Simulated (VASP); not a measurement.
```
MgO
1.0
    0.00000     2.10500     2.10500
    2.10500     0.00000     2.10500
    2.10500     2.10500     0.00000
Mg O
1 1
Cartesian
  0.00000   0.00000   0.00000
  2.10500   2.10500   2.10500
```

Level of theory: PBE GGA, VASP's PBE PAW potentials (set 64) (plane waves; VASP 6.6.1). Run with LREAL = Auto, 520 eV cut-off, 10×10×10 Γ-centred mesh, Gaussian smearing of 0.050 eV, potentials Mg O.

Task: Give the stress tensor in GPa (positive for a compressed cell).

Result: 
```
4.21  0.00  0.00
0.00  4.21  0.00
0.00  0.00  4.21
```
The pressure is its mean diagonal, 4.21 GPa.

The compound is MgO in the rock salt structure. The cell was not relaxed at this level. The run is one of a series of settings (LREAL = Auto against the base run), some of them coarse on purpose.
